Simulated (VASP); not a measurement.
Input:

```xyz
2
Lattice="0.0000 3.5216 3.5216 3.5216 0.0000 3.5216 3.5216 3.5216 0.0000" Properties=species:S:1:pos:R:3 pbc="T T T"
Rb     0.0000     0.0000     0.0000
Br     3.5216     3.5216     3.5216
```

All values below come from PBE GGA with D3 dispersion (zero damping), VASP's PBE PAW potentials (set 64) (plane waves; VASP). Settings: 520 eV cut-off, Gaussian smearing of 0.050 eV, potentials Rb_sv Br.

Problem. Estimate the band gap (along the path) with the smallest direct gap where there is one.

Solution. 
```yaml
band gap (along the path): 4.16 eV
smallest direct gap (along the path): 4.16 eV
```

Total energies compare only between runs with the same potentials, cut-off and functional.

The compound is RbBr in the rock salt structure. It was relaxed first, which changed the volume by +7 %.
